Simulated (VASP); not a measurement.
Wanted: the native input for a VASP 6.6.1 run.

```
Task                   : relaxation of cell and atoms
Functional             : PBE
Potentials or basis    : VASP PAW PBE potentials, release 64 (Mg, Sn_d, O)
Cutoff                 : 520 eV
k mesh                 : 6 × 6 × 6
Occupations            : gaussian, width 0.03 eV
Spin                   : no spin polarisation
Further INCAR settings : ALGO = Normal; EDIFF = 1e-06; IBRION = 2; EDIFFG = -0.01; NSW = 90; ISIF = 3
```

The structure of MgSnO2 lies in POSCAR:

```
MgSnO2
1.0
    3.8950000000      0.0000000000      0.0000000000
    0.0000000000      3.8950000000      0.0000000000
    0.0000000000      0.0000000000      4.8860000000
Mg Sn O
1 1 2
Direct
    0.0000000000      0.0000000000      0.8884568200
    0.5000000000      0.5000000000      0.2112157200
    0.5000000000      0.0000000000      0.9901760100
    0.0000000000      0.5000000000      0.9901760100
```

The cell was built by a generator and needn't be a form met in nature.

The input as run:

INCAR

```
PREC = Accurate ; ENCUT = 520
EDIFF = 1E-6 ; ISMEAR = 0
SIGMA = 0.03 ; LREAL = F
LASPH = T ; NELM = 120
ALGO = Normal ; ISIF = 3
LWAVE = F ; LCHARG = F
GGA = PE ; IBRION = 2
NSW = 90 ; EDIFFG = -0.01
KPAR = 2
```

KPOINTS

```
regular mesh
0
Gamma
  6 6 6
```

Potentials or basis: VASP PAW PBE potentials, release 64 (Mg, Sn_d, O).

Command:

```sh
$ cat potpaw_PBE.64/Mg/POTCAR potpaw_PBE.64/Sn_d/POTCAR potpaw_PBE.64/O/POTCAR > POTCAR
$ mpirun -np 2 vasp_std > vasp.out
```

Results of the run:

| Item | Value |
| --- | --- |
| Relaxed volume | 19.54 Å³/atom |
| Relaxed cell | a = 3.897 Å, b = 3.897 Å, c = 5.145 Å, α = 90.00°, β = 90.00°, γ = 90.00° |
| Space group after relaxing (to 0.05 Å) | P4mm (No. 99) |
| Energy gained by relaxing | 2.3 meV/atom |
| Ionic steps | 13 |
| Pressure after relaxing | 0.0 GPa |
| Largest force after relaxing | 0.007 eV/Å |
| Band gap on the k mesh | 1.68 eV, indirect (least direct gap 2.26 eV) |

Caveat: spin-orbit coupling is left out, which moves the levels of the heavy elements.

Run time: 4.5 min on 2 MPI ranks on Intel(R) Xeon(R) Platinum 8375C CPU @ 2.90GHz (Ice Lake), on a shared host, peak memory 0.21 GiB a rank.
